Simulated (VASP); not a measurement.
Here is a VASP 6.6.1 calculation.

The input INCAR:

```
SYSTEM = BN
PREC = Accurate ; ENCUT = 520
EDIFF = 1E-7 ; ISMEAR = 0
SIGMA = 0.02 ; LREAL = .FALSE.
LASPH = .TRUE. ; NELM = 100
ALGO = Normal ; ISIF = 2
LWAVE = .FALSE. ; LCHARG = .FALSE.
METAGGA = R2SCAN ; LMIXTAU = .TRUE.
```

KPOINTS

```
regular mesh
0
G
  14 14 14
  0 0 0
```

POSCAR

```
BN                                      
1.0
    0.0000000000      1.8419818736      1.8419818736
    1.8419818736      0.0000000000      1.8419818736
    1.8419818736      1.8419818736      0.0000000000
  B               N             
     1     1
Direct
     0.0000000000000000    0.0000000000000000    0.0000000000000000
     0.2500000000000000    0.2500000000000000    0.2500000000000000
```

Potentials or basis: VASP PAW PBE potentials, release 64 (B, N).

Run with:

```console
$ cat potpaw_PBE.64/B/POTCAR potpaw_PBE.64/N/POTCAR > POTCAR
$ mpirun -np 1 vasp_std > vasp.out
```

(1) Predict the band gap on the k mesh.

(2) Predict the pressure.

## Answers

(1) 4.90 eV, indirect (least direct gap 9.25 eV).

(2) -20.5 GPa.

Caveat: so large a pressure means that the cell lies far from this level's equilibrium, or that cutoff or potentials fall short; the potentials were made for another functional, which shifts forces and pressure.
